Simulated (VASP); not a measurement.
Output of a VASP run:

File OSZICAR:
```
       N       E                     dE             d eps       ncg     rms          rms(c)
DAV:   1     0.303801685351E+03    0.30380E+03   -0.13894E+04   304   0.171E+03
DAV:   2     0.130281542508E+02   -0.29077E+03   -0.28250E+03   310   0.483E+02
DAV:   3    -0.297854211036E+02   -0.42814E+02   -0.41878E+02   553   0.153E+02
DAV:   4    -0.319078202482E+02   -0.21224E+01   -0.21175E+01   392   0.346E+01
DAV:   5    -0.320142887506E+02   -0.10647E+00   -0.10643E+00   488   0.633E+00    0.173E+01
DAV:   6    -0.278368586764E+02    0.41774E+01   -0.24059E+01   382   0.518E+01    0.557E+00
DAV:   7    -0.276512570879E+02    0.18560E+00   -0.23378E+00   439   0.117E+01    0.293E+00
DAV:   8    -0.276365218667E+02    0.14735E-01   -0.14959E-01   430   0.381E+00    0.118E+00
DAV:   9    -0.276374208688E+02   -0.89900E-03   -0.39879E-02   466   0.214E+00    0.358E-01
DAV:  10    -0.276376087078E+02   -0.18784E-03   -0.10651E-02   412   0.955E-01    0.687E-02
DAV:  11    -0.276376305137E+02   -0.21806E-04   -0.86425E-04   456   0.389E-01    0.436E-02
DAV:  12    -0.276376000104E+02    0.30503E-04   -0.16089E-04   407   0.127E-01    0.133E-02
DAV:  13    -0.276375967133E+02    0.32971E-05   -0.15369E-05   456   0.428E-02    0.391E-03
DAV:  14    -0.276375962468E+02    0.46655E-06   -0.11516E-06   252   0.141E-02
   1 F= -.27637596E+02 E0= -.27634177E+02  d E =-.683752E-02
```

**OUTCAR**
```
------------------------ aborting loop because EDIFF is reached ----------------------------------------
  FORCE on cell =-STRESS in cart. coord.  units (eV):
  Direction    XX          YY          ZZ          XY          YZ          ZX
  --------------------------------------------------------------------------------------
  Total       -1.7483644     -1.7483639     -1.9083529      0.0000000      0.0000000      0.0000000
  in kB      -76.8616357    -76.8616162    -83.8950571      0.0000000      0.0000000      0.0000000
  external PRESSURE =     -79.2061030 kB  Pullay stress =       0.0000000 kB
  volume of cell :       36.44
      direct lattice vectors                 reciprocal lattice vectors
     2.954080000  0.000000000  0.000000000     0.338514868  0.195441675  0.000000000
    -1.477040000  2.558308000  0.000000000     0.000000000  0.390883349  0.000000000
     0.000000000  0.000000000  4.822340000     0.000000000  0.000000000  0.207368207
 POSITION                                       TOTAL-FORCE (eV/Angst)
 -----------------------------------------------------------------------------------
     -0.00000      1.70554      3.52055        -0.000000     -0.000000      0.413052
      1.47704      0.85277      1.30179         0.000000      0.000000     -0.413052
      0.00000      0.00000      0.00000        -0.000000      0.000000      0.000000
 -----------------------------------------------------------------------------------
    total drift:                               -0.000000      0.000000      0.000000
  FREE ENERGIE OF THE ION-ELECTRON SYSTEM (eV)
  ---------------------------------------------------
  free  energy   TOTEN  =       -27.6375962468 eV

  energy  without entropy=      -27.6307587268  energy(sigma->0) =      -27.63417749
```
(Selected blocks of OUTCAR.)

**POSCAR**
```
Ti2O
1
    2.9540800000     0.0000000000     0.0000000000
   -1.4770400000     2.5583080000     0.0000000000
    0.0000000000     0.0000000000     4.8223400000
Ti O
2 1
Direct
  0.3333330000   0.6666670000   0.7300500000
  0.6666670000   0.3333330000   0.2699500000
  0.0000000000   0.0000000000   0.0000000000
```

Problem. Reconstruct the remaining input files.

Solution. This is not unique; one that fits is the input of the run itself, PBEsol GGA, plane waves, VASP's PBE PAW potentials (set 64).

**INCAR**
```
ALGO  =  Normal
EDIFF  =  1E-6
ENCUT  =  400
GGA  =  PS
ISIF  =  2
ISMEAR  =  -1
LASPH  =  .TRUE.
LCHARG  =  .FALSE.
LMAXMIX  =  4
LREAL  =  .FALSE.
LWAVE  =  .FALSE.
NELM  =  100
PREC  =  Accurate
SIGMA  =  0.05
SYSTEM  =  Ti2O
```

File KPOINTS:
```
kpoints
0
G
  4 4 2
0 0 0
```

POTCAR, in this order: Ti_sv O (PBE.64 set). Program: vasp_std.

At this cut-off the stress carries a Pulay error, which pulls relaxed volumes low.

The structure comes from a computed database's Ti2O entry (P-3m1); how it stands against other phases isn't given here. The cell was not relaxed at this level. The k-mesh is coarse (spacing up to 0.65 per Å, 2π included), so the numbers may not be converged in it. The run is one of a series of settings (KPOINTS 4×4×2 Γ-centred mesh against the base run), some of them coarse on purpose.
